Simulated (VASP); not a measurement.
Data:

```
SnO2
1.0
    4.80334     0.00000     0.00000
    0.00000     4.80334     0.00000
    0.00000     0.00000     3.24493
Sn O
2 4
Direct
  0.00000   0.00000   0.00000
  0.50000   0.50000   0.50000
  0.30619   0.30619   0.00000
  0.80619   0.19381   0.50000
  0.19381   0.80619   0.50000
  0.69381   0.69381   0.00000
```

Level of theory: optB88-vdW, VASP's PBE PAW potentials (set 64) (plane waves; VASP). Run with 520 eV cut-off, Gaussian smearing of 0.050 eV, potentials Sn_d O.

Unless said otherwise, spin-orbit coupling is left out, though it shifts the bands of the heavy elements here.

Task: Give the energies of bands 15 to 28 at the high-symmetry points, in eV from the valence-band maximum.

Result: 
```
band      Γ      X      M      Z      R      A
----  -----  -----  -----  -----  -----  -----
15    -7.94  -6.38  -5.46  -7.03  -6.77  -7.74
16    -3.87  -6.38  -5.46  -7.03  -6.77  -7.74
17    -3.87  -2.99  -3.71  -4.03  -5.31  -4.77
18    -3.79  -2.99  -3.71  -4.03  -5.31  -4.77
19    -2.93  -2.86  -2.90  -3.63  -4.00  -2.50
20    -1.94  -2.86  -2.90  -3.63  -4.00  -2.50
21    -1.91  -1.89  -1.88  -2.56  -1.66  -2.35
22    -1.24  -1.89  -1.88  -2.56  -1.66  -2.35
23    -1.24  -1.19  -1.32  -1.55  -1.02  -0.90
24    -0.73  -1.19  -1.32  -1.55  -1.02  -0.90
25    -0.73  -0.59  -0.84  -1.18  -0.72  -0.77
26     0.00  -0.59  -0.84  -1.18  -0.72  -0.77
27     0.73   3.93   4.30   5.61   5.87   4.40
28     5.67   3.93   4.30   5.61   5.87   4.40
```

The gap is direct, 0.73 eV, from the valence maximum at Γ to the conduction minimum at Γ.

The compound is SnO2 in the rutile structure. It was relaxed first.
